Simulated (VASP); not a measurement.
```yaml
crystal:
  lattice:
    - [3.15000, 0.00000, 0.00000]
    - [0.00000, 3.15000, 0.00000]
    - [0.00000, 0.00000, 3.15000]
  atoms:
    - { symbol: Zn, position: [0.50000, 0.50000, 0.50000] }
    - { symbol: Au, position: [0.00000, 0.00000, 0.00000] }
```

These are PBE GGA, VASP's PBE PAW potentials (set 64) (plane waves; VASP) values and carry that method's errors. Settings: 400 eV cut-off, 7×7×7 Monkhorst-Pack mesh, first-order Methfessel-Paxton smearing of 0.10 eV, potentials Zn Au.

Problem. Give the stress tensor in GPa (positive for a compressed cell).

Solution. 
```
3.94  0.00  0.00
0.00  3.94  0.00
0.00  0.00  3.94
```
The pressure is its mean diagonal, 3.94 GPa.

The compound is AuZn in the CsCl type structure. The cell was not relaxed at this level. The run is one of a series of settings (KPOINTS 7×7×7 Monkhorst-Pack mesh against the base run), some of them coarse on purpose. The electron count is odd and the run is not spin-polarised, which forces a metal.
